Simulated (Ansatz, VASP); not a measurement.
# C in two plane-wave programs, part 2 of 3

Aim: how closely do two programs agree when they are given the same cell, functional and k mesh? The cell is taken from a series of runs on this material, whose earlier steps may have relaxed, scaled, displaced or heated it; both programs get it as it stands.

VASP 6.6.1 and Ansatz 0.2.0.

So far: Set-up; Ansatz: zone-centre phonons, PBEsol with D3(BJ).

## Step 3: VASP: zone-centre phonons, PBEsol with D3(BJ)

Level of this step: PBEsol with D3(BJ); plane waves and PAW (C) (VASP).

The same cell, functional, mesh and smearing now go to VASP, with its own data sets.

Lines of VASP's logs that name or quote its potential files are left out, and so is its time.

Input file INCAR:

```
SYSTEM = C
PREC = Accurate
ENCUT = 600
EDIFF = 1E-08
NELM = 120
ISMEAR = 1
SIGMA = 0.2
LREAL = .FALSE.
ALGO = Normal
GGA = PS
IVDW = 12
NBANDS = 18
LORBIT = 11
LWAVE = .FALSE.
LCHARG = .FALSE.
ISIF = 2
IBRION = 6
NFREE = 2
POTIM = 0.015
NSW = 1
LASPH = .TRUE.
GGA_COMPAT = .FALSE.
NELMDL = -8
KPAR = 2
```

Input file POSCAR:

```
C
1.0
    2.4581580135      0.0000000000      0.0000000000
   -1.2290790067      2.1288272862      0.0000000000
    0.0000000000      0.0000000000     37.1999916000
C
6
Direct
    0.0000000000      0.0000000000      0.2159890334
    0.3333333333      0.6666666667      0.2159756010
    0.0000000000      0.0000000000      0.3051075958
    0.6666666667      0.3333333333      0.3051075958
    0.0000000000      0.0000000000      0.3942261582
    0.3333333333      0.6666666667      0.3942395907
```

Input file KPOINTS:

```
Automatic mesh
0
Gamma
18 18 1
0 0 0
```

Potentials, in the order of the species: C (PBE family, release 64).

On the command line:

```console
mpirun -np 2 vasp_std
```

Log:

```text
[banner, memory and clock lines left out]
running    2 mpi-ranks, on    1 nodes
 distrk:  each k-point on    1 cores,    2 groups
 distr:  one band on    1 cores,    1 groups

 POSCAR found type information on POSCAR C
 POSCAR found :  1 types and       6 ions
|                                                                             |
|               ----> ADVICE to this user running VASP <----                  |
|                                                                             |
|     You enforced a specific xc type in the INCAR file but a different       |
|     [... a line on the potential file left out ...]
|     I HOPE YOU KNOW WHAT YOU ARE DOING!                                     |
|                                                                             |

 LDA part: xc-table for (Slater+PW92), standard interpolation
 POSCAR, INCAR and KPOINTS ok, starting setup
 FFT: planning ... GRIDC
 FFT: planning ... GRID_SOFT
 FFT: planning ... GRID
 WAVECAR not read
 entering main loop
       N       E                     dE             d eps       ncg     rms          rms(c)
DAV:   1     0.216901198153E+03    0.21690E+03   -0.10577E+04  1332   0.115E+03
DAV:   2    -0.359694953213E+02   -0.25287E+03   -0.22957E+03  2010   0.244E+02
DAV:   3    -0.610081846369E+02   -0.25039E+02   -0.24983E+02  1610   0.930E+01
DAV:   4    -0.615155394926E+02   -0.50735E+00   -0.50654E+00  1892   0.164E+01
DAV:   5    -0.615294762886E+02   -0.13937E-01   -0.13929E-01  2012   0.227E+00
DAV:   6    -0.615298731286E+02   -0.39684E-03   -0.39678E-03  2126   0.348E-01
DAV:   7    -0.615298772564E+02   -0.41278E-05   -0.41265E-05  2124   0.305E-02
DAV:   8    -0.615298774484E+02   -0.19201E-06   -0.19202E-06  2166   0.496E-03    0.111E+01
DAV:   9    -0.587918855832E+02    0.27380E+01   -0.26490E+00  1720   0.924E+00    0.643E+00
DAV:  10    -0.578683774773E+02    0.92351E+00   -0.33059E+00  1822   0.103E+01    0.151E+00
DAV:  11    -0.578640796083E+02    0.42979E-02   -0.13769E-01  1808   0.207E+00    0.131E-01
DAV:  12    -0.578635298859E+02    0.54972E-03   -0.42848E-03  1870   0.407E-01    0.896E-02
DAV:  13    -0.578624126274E+02    0.11173E-02   -0.12960E-03  1812   0.176E-01    0.514E-02
DAV:  14    -0.578620184450E+02    0.39418E-03   -0.75024E-04  1768   0.134E-01    0.305E-02
[...]
DAV:  24    -0.578634436921E+02   -0.19879E-05   -0.20667E-08  1530   0.102E-03    0.157E-04
DAV:  25    -0.578634446135E+02   -0.92144E-06   -0.70229E-09  1402   0.465E-04    0.849E-05
DAV:  26    -0.578634452604E+02   -0.64690E-06   -0.15152E-09  1232   0.337E-04    0.131E-04
DAV:  27    -0.578634454701E+02   -0.20969E-06   -0.57652E-10  1206   0.214E-04    0.328E-05
DAV:  28    -0.578634456237E+02   -0.15359E-06   -0.65562E-10  1170   0.172E-04    0.485E-05
DAV:  29    -0.578634456509E+02   -0.27257E-07   -0.68214E-11  1314   0.961E-05    0.122E-05
DAV:  30    -0.578634456629E+02   -0.11920E-07   -0.36956E-12  1084   0.500E-05    0.351E-06
DAV:  31    -0.578634456699E+02   -0.70606E-08    0.44544E-11  1082   0.293E-05
   1 F= -.58390925E+02 E0= -.58390470E+02  d E =-.136624E-02
[... from here on, the cycles between the ionic steps are left out ...]
   2 F= -.58384878E+02 E0= -.58384499E+02  d E =-.113675E-02
  11 F= -.58384681E+02 E0= -.58384226E+02  d E =-.136587E-02
  12 F= -.58389041E+02 E0= -.58388586E+02  d E =-.136604E-02
  13 F= -.58389042E+02 E0= -.58388587E+02  d E =-.136605E-02
  14 F= -.58384683E+02 E0= -.58384228E+02  d E =-.136517E-02
  15 F= -.58384683E+02 E0= -.58384228E+02  d E =-.136516E-02
  16 F= -.58389027E+02 E0= -.58388572E+02  d E =-.136594E-02
 Finite differences progress:
  Degree of freedom:   8/  8
  Displacement:        1/  2
  Total:              15/ 16
 bond charge predicted
       N       E                     dE             d eps       ncg     rms          rms(c)
DAV:   1    -0.578620780866E+02   -0.52876E-03   -0.20244E+00  1372   0.882E+00    0.266E-01
DAV:   2    -0.578617773234E+02    0.30076E-03   -0.10929E-02  1622   0.761E-01    0.155E-01
DAV:   3    -0.578615356748E+02    0.24165E-03   -0.13121E-03  1748   0.279E-01    0.283E-02
DAV:   4    -0.578615480956E+02   -0.12421E-04   -0.29377E-04  1684   0.120E-01    0.111E-02
DAV:   5    -0.578615482981E+02   -0.20252E-06   -0.20334E-05  1798   0.369E-02    0.416E-03
DAV:   6    -0.578615488337E+02   -0.53558E-06   -0.26489E-06  1702   0.127E-02    0.119E-03
DAV:   7    -0.578615489939E+02   -0.16016E-06   -0.19626E-07  1698   0.326E-03    0.597E-04
DAV:   8    -0.578615491193E+02   -0.12544E-06   -0.28077E-08  1622   0.115E-03    0.204E-04
DAV:   9    -0.578615492354E+02   -0.11604E-06   -0.50294E-09  1324   0.637E-04    0.466E-05
DAV:  10    -0.578615492859E+02   -0.50501E-07   -0.14770E-09  1340   0.284E-04    0.445E-05
DAV:  11    -0.578615493427E+02   -0.56793E-07   -0.73602E-10  1274   0.187E-04    0.267E-05
DAV:  12    -0.578615494352E+02   -0.92579E-07   -0.23364E-09  1286   0.179E-04    0.300E-05
DAV:  13    -0.578615494664E+02   -0.31152E-07   -0.38027E-10  1372   0.988E-05    0.980E-06
DAV:  14    -0.578615494950E+02   -0.28642E-07   -0.66039E-10  1284   0.107E-04    0.168E-05
DAV:  15    -0.578615494999E+02   -0.48253E-08   -0.63882E-12  1320   0.504E-05
  17 F= -.58389028E+02 E0= -.58388572E+02  d E =-.136594E-02
 Finite differences progress:
  Degree of freedom:   8/  8
  Displacement:        2/  2
  Total:              16/ 16
```

Parts of OUTCAR (step 3):

```text
ion  position               nearest neighbor table
   1  0.000  0.000  0.216-   2 1.42   2 1.42   2 1.42
   2  0.333  0.667  0.216-   1 1.42   1 1.42   1 1.42
   3  0.000  0.000  0.305-   4 1.42   4 1.42   4 1.42
   4  0.667  0.333  0.305-   3 1.42   3 1.42   3 1.42
   5  0.000  0.000  0.394-   6 1.42   6 1.42   6 1.42
   6  0.333  0.667  0.394-   5 1.42   5 1.42   5 1.42

  LATTYP: Found a hexagonal cell.
 ALAT       =     2.4581580135
 C/A-ratio  =    15.1332792260

 Subroutine GETGRP returns: Found 12 space group operations
 (whereof  6 operations were pure point group operations)

The static configuration has the point symmetry C_3v.
 The point group associated with its full space group is D_3h.

 Found     37 irreducible k-points:

   k-points           NKPTS =     37   k-points in BZ     NKDIM =     37   number of bands    NBANDS=     18

   dimension x,y,z NGX =    20 NGY =   20 NGZ =  300
   dimension x,y,z NGXF=    40 NGYF=   40 NGZF=  600

   ENCUT  =  600.0 eV  44.10 Ry    6.64 a.u.   4.91  4.91 74.30*2*pi/ulx,y,z

   NELECT =      24.0000    total number of electrons

 k-points in reciprocal lattice and weights: Automatic mesh
   0.00000000  0.00000000  0.00000000       0.003
   0.05555556 -0.00000000  0.00000000       0.019
   0.11111111 -0.00000000  0.00000000       0.019
   0.16666667 -0.00000000  0.00000000       0.019
   0.22222222 -0.00000000  0.00000000       0.019
   0.27777778  0.00000000  0.00000000       0.019
   0.33333333 -0.00000000  0.00000000       0.019
   0.38888889 -0.00000000  0.00000000       0.019
   0.44444444 -0.00000000  0.00000000       0.019
[...]
0.33333333  0.27777778  0.00000000       0.037
   0.33333333  0.33333333  0.00000000       0.006

 Edisp (eV)   -0.52748

 average (electrostatic) potential at core
       1 -57.3696       2 -57.3509       3 -57.3722       4 -57.3338       5 -57.3736
       6 -57.3554

 E-fermi :  -1.9073

 k-point     1 :       0.0000    0.0000    0.0000
  band No.  band energies     occupation
    ...
      8      -4.8863      2.00000
      9      -4.8812      2.00000
     10      -4.8812      2.00000
     11      -4.8666      2.00000
     12      -4.8666      2.00000
     13       1.6792     -0.00000
     14       1.8923     -0.00000
     15       2.4649      0.00000
     16       2.6946      0.00000
     17       2.9063      0.00000
    ...

 k-point     2 :       0.0556   -0.0000    0.0000
  band No.  band energies     occupation
    ...
      8      -5.1802      2.00000
      9      -5.1628      2.00000
     10      -5.0471      2.00000
     11      -5.0408      2.00000
     12      -5.0242      2.00000
     13       1.7771     -0.00000
     14       1.9917     -0.00000
     15       2.5671      0.00000
     16       2.7966      0.00000
     17       3.0063      0.00000
    ...

 k-point     3 :       0.1111   -0.0000    0.0000
  band No.  band energies     occupation
    ...
      8      -6.0013      2.00000
      9      -5.9775      2.00000
     10      -5.4729      2.00000
     11      -5.4638      2.00000
     12      -5.4437      2.00000
     13       2.0705     -0.00000
     14       2.2900      0.00000
     15       2.8736      0.00000
     16       3.1025      0.00000
     17       3.3062      0.00000
    ...

[...]
0.00000      0.00000     11.35000         0.000000      0.000000     -0.246894
      1.22908      0.70961     11.33500         0.000000     -0.000000      0.252913
      0.00000      0.00000     14.66521         0.000000     -0.000000     -0.001803
     -0.00000      1.41922     14.66571         0.000000      0.000000     -0.000362
 -----------------------------------------------------------------------------------
    total drift:                                0.000001     -0.000001      0.000057

  FREE ENERGIE OF THE ION-ELECTRON SYSTEM (eV)
  ---------------------------------------------------
  free  energy   TOTEN  =       -58.3890275067 eV

  energy  without entropy=      -58.3876615715  energy(sigma->0) =      -58.38857219

 Eigenvectors and eigenvalues of the dynamical matrix
 ----------------------------------------------------

   1 f  =   47.520288 THz   298.578773 2PiTHz 1585.106173 cm-1   196.528030 meV
             X         Y         Z           dx          dy          dz
      0.000000  0.000000  8.034790    -0.023250   -0.020105    0.000000
     -0.000000  1.419218  8.034291     0.023260    0.020114    0.000000
      0.000000  0.000000 11.350000    -0.533874   -0.461665   -0.000000
      1.229079  0.709609 11.350000     0.533824    0.461622   -0.000000
      0.000000  0.000000 14.665210    -0.023250   -0.020105   -0.000000
     -0.000000  1.419218 14.665709     0.023260    0.020114   -0.000000

   2 f  =   47.520288 THz   298.578773 2PiTHz 1585.106173 cm-1   196.528030 meV
             X         Y         Z           dx          dy          dz
      0.000000  0.000000  8.034790    -0.020105    0.023250    0.000000
     -0.000000  1.419218  8.034291     0.020114   -0.023260   -0.000000
      0.000000  0.000000 11.350000    -0.461665    0.533874    0.000000
      1.229079  0.709609 11.350000     0.461622   -0.533824    0.000000
      0.000000  0.000000 14.665210    -0.020105    0.023250   -0.000000
     -0.000000  1.419218 14.665709     0.020114   -0.023260   -0.000000

   3 f  =   46.820409 THz   294.181307 2PiTHz 1561.760740 cm-1   193.633566 meV
             X         Y         Z           dx          dy          dz
      0.000000  0.000000  8.034790    -0.378208   -0.327056   -0.000000
     -0.000000  1.419218  8.034291     0.378197    0.327047   -0.000000
      0.000000  0.000000 11.350000     0.000000    0.000000    0.000000
      1.229079  0.709609 11.350000    -0.000000   -0.000000    0.000000
      0.000000  0.000000 14.665210     0.378208    0.327056   -0.000000
     -0.000000  1.419218 14.665709    -0.378197   -0.327047   -0.000000

   4 f  =   46.820409 THz   294.181307 2PiTHz 1561.760740 cm-1   193.633566 meV
             X         Y         Z           dx          dy          dz
      0.000000  0.000000  8.034790    -0.327056    0.378208    0.000000
     -0.000000  1.419218  8.034291     0.327047   -0.378197    0.000000
      0.000000  0.000000 11.350000     0.000000   -0.000000   -0.000000
      1.229079  0.709609 11.350000    -0.000000    0.000000   -0.000000
      0.000000  0.000000 14.665210     0.327056   -0.378208    0.000000
     -0.000000  1.419218 14.665709    -0.327047    0.378197    0.000000

   5 f  =   46.813024 THz   294.134906 2PiTHz 1561.514408 cm-1   193.603025 meV
             X         Y         Z           dx          dy          dz
      0.000000  0.000000  8.034790    -0.377499   -0.326442    0.000000
     -0.000000  1.419218  8.034291     0.377476    0.326422    0.000000
      0.000000  0.000000 11.350000     0.032905    0.028455    0.000000
      1.229079  0.709609 11.350000    -0.032869   -0.028424    0.000000
      0.000000  0.000000 14.665210    -0.377499   -0.326442   -0.000000
     -0.000000  1.419218 14.665709     0.377476    0.326422   -0.000000

   6 f  =   46.813024 THz   294.134906 2PiTHz 1561.514408 cm-1   193.603025 meV
             X         Y         Z           dx          dy          dz
      0.000000  0.000000  8.034790    -0.326442    0.377499    0.000000
     -0.000000  1.419218  8.034291     0.326422   -0.377476   -0.000000
      0.000000  0.000000 11.350000     0.028455   -0.032905   -0.000000
      1.229079  0.709609 11.350000    -0.028424    0.032869   -0.000000
      0.000000  0.000000 14.665210    -0.326442    0.377499    0.000000
     -0.000000  1.419218 14.665709     0.326422   -0.377476    0.000000

   7 f  =   26.145864 THz   164.279311 2PiTHz  872.132162 cm-1   108.130558 meV
             X         Y         Z           dx          dy          dz
      0.000000  0.000000  8.034790    -0.000000    0.000000   -0.462560
     -0.000000  1.419218  8.034291    -0.000000    0.000000    0.462990
      0.000000  0.000000 11.350000    -0.000000    0.000000   -0.268132
      1.229079  0.709609 11.350000    -0.000000    0.000000    0.267325
      0.000000  0.000000 14.665210     0.000000    0.000000   -0.462560
     -0.000000  1.419218 14.665709     0.000000   -0.000000    0.462990

   8 f  =   26.128280 THz   164.168825 2PiTHz  871.545608 cm-1   108.057835 meV
             X         Y         Z           dx          dy          dz
      0.000000  0.000000  8.034790     0.000000   -0.000000    0.499563
     -0.000000  1.419218  8.034291     0.000000    0.000000   -0.500437
      0.000000  0.000000 11.350000     0.000000    0.000000    0.000000
      1.229079  0.709609 11.350000     0.000000   -0.000000   -0.000000
      0.000000  0.000000 14.665210    -0.000000   -0.000000   -0.499563
     -0.000000  1.419218 14.665709    -0.000000   -0.000000    0.500437

   9 f  =   25.990510 THz   163.303188 2PiTHz  866.950082 cm-1   107.488063 meV
             X         Y         Z           dx          dy          dz
      0.000000  0.000000  8.034790     0.000000    0.000000    0.188465
     -0.000000  1.419218  8.034291    -0.000000    0.000000   -0.190156
      0.000000  0.000000 11.350000    -0.000000    0.000000   -0.652816
      1.229079  0.709609 11.350000    -0.000000    0.000000    0.656105
      0.000000  0.000000 14.665210     0.000000    0.000000    0.188465
     -0.000000  1.419218 14.665709    -0.000000   -0.000000   -0.190156

  10 f  =    3.220501 THz    20.235001 2PiTHz  107.424334 cm-1    13.318914 meV
             X         Y         Z           dx          dy          dz
      0.000000  0.000000  8.034790    -0.000000   -0.000000    0.287901
     -0.000000  1.419218  8.034291    -0.000000    0.000000    0.286152
      0.000000  0.000000 11.350000     0.000000   -0.000000   -0.580679
      1.229079  0.709609 11.350000     0.000000   -0.000000   -0.577298
      0.000000  0.000000 14.665210    -0.000000    0.000000    0.287901
     -0.000000  1.419218 14.665709    -0.000000    0.000000    0.286152

  11 f  =    1.826480 THz    11.476110 2PiTHz   60.924804 cm-1     7.553710 meV
             X         Y         Z           dx          dy          dz
      0.000000  0.000000  8.034790    -0.000000   -0.000000   -0.500437
     -0.000000  1.419218  8.034291    -0.000000   -0.000000   -0.499563
      0.000000  0.000000 11.350000     0.000000    0.000000    0.000000
      1.229079  0.709609 11.350000     0.000000    0.000000    0.000000
      0.000000  0.000000 14.665210    -0.000000   -0.000000    0.500437
     -0.000000  1.419218 14.665709    -0.000000   -0.000000    0.499563

  12 f  =    1.078581 THz     6.776923 2PiTHz   35.977582 cm-1     4.460650 meV
             X         Y         Z           dx          dy          dz
      0.000000  0.000000  8.034790    -0.217123   -0.184777   -0.000000
     -0.000000  1.419218  8.034291    -0.217156   -0.184804   -0.000000
      0.000000  0.000000 11.350000     0.442336    0.376437   -0.000000
      1.229079  0.709609 11.350000     0.442388    0.376482   -0.000000
      0.000000  0.000000 14.665210    -0.217123   -0.184777   -0.000000
     -0.000000  1.419218 14.665709    -0.217156   -0.184804   -0.000000

  13 f  =    1.078581 THz     6.776923 2PiTHz   35.977582 cm-1     4.460650 meV
             X         Y         Z           dx          dy          dz
      0.000000  0.000000  8.034790     0.184777   -0.217123   -0.000000
     -0.000000  1.419218  8.034291     0.184804   -0.217156   -0.000000
      0.000000  0.000000 11.350000    -0.376437    0.442336   -0.000000
      1.229079  0.709609 11.350000    -0.376482    0.442388   -0.000000
      0.000000  0.000000 14.665210     0.184777   -0.217123   -0.000000
     -0.000000  1.419218 14.665709     0.184804   -0.217156   -0.000000
    [... 42 further lines ...]
      1.229079  0.709609 11.350000    -0.000000   -0.000000    0.405944
      0.000000  0.000000 14.665210    -0.000000   -0.000000    0.409429
     -0.000000  1.419218 14.665709    -0.000000   -0.000000    0.409388

 ELASTIC MODULI CONTR FROM IONIC RELAXATION (kBar)
 Direction    XX          YY          ZZ          XY          YZ          ZX
 --------------------------------------------------------------------------------
 XX         -66.8818     66.3289      4.1582     -0.0000     -0.0000      0.0000
 YY          66.3289    -66.8818      4.1582     -0.0000      0.0000     -0.0000
 ZZ           4.1582      4.1582    -62.6689      0.0000     -0.0000     -0.0000
 XY          -0.0000     -0.0000      0.0000    -66.6054     -0.0000     -0.0000
 YZ          -0.0000      0.0000     -0.0000     -0.0000     -5.9080     -0.0000
 ZX           0.0000     -0.0000     -0.0000     -0.0000     -0.0000     -5.9080
 --------------------------------------------------------------------------------

 total charge
# of ion       s       p       d       tot
------------------------------------------
    1        0.859   1.791   0.000   2.650
    2        0.859   1.793   0.000   2.652
    3        0.860   1.789   0.000   2.649
    4        0.859   1.794   0.000   2.653
    5        0.859   1.791   0.000   2.650
    6        0.859   1.793   0.000   2.652
--------------------------------------------------
tot          5.155  10.752   0.000  15.906

[... 1 further part left out ...]
```

CONTCAR:

```
C
   1.00000000000000
     2.4581580134999998    0.0000000000000000    0.0000000000000000
    -1.2290790066999999    2.1288272861999999    0.0000000000000000
     0.0000000000000000    0.0000000000000000   37.1999915999999970
  C
     6
Direct
     0.0000000000000000    0.0000000000000000    0.2159890333999996
     0.3333333332999970    0.6666666667000030    0.2159756009999967
     0.0000000000000000    0.0000000000000000    0.3051075958000027
     0.6666666667000030    0.3333333332999970    0.3047043699025000
     0.0000000000000000    0.0000000000000000    0.3942261581999986
     0.3333333332999970    0.6666666667000030    0.3942395907000034
```

The last energy, forces, stress and levels in OUTCAR belong to the last displaced cell, not to the cell of POSCAR. Dispersion corrections of this kind ignore metallic screening and tend to overbind metals.

Levels, forces or a CONTCAR printed for this step are those of its last displaced cell, not of the structure at rest.

(Continued in part 3 of 3.)

[Lines on the potential files, build, host, timing and source positions are cut from VASP's logs without a mark.]

[Logs are printed without paths, hosts, clocks, repeated set-up lines and the standing remarks that a program may print on its own settings, such as how far it seeks lower states.]

[Hosts, paths, dates, database ids (printed as entryN), source tags and the programs' standing remarks are cut or masked in the printed files.]
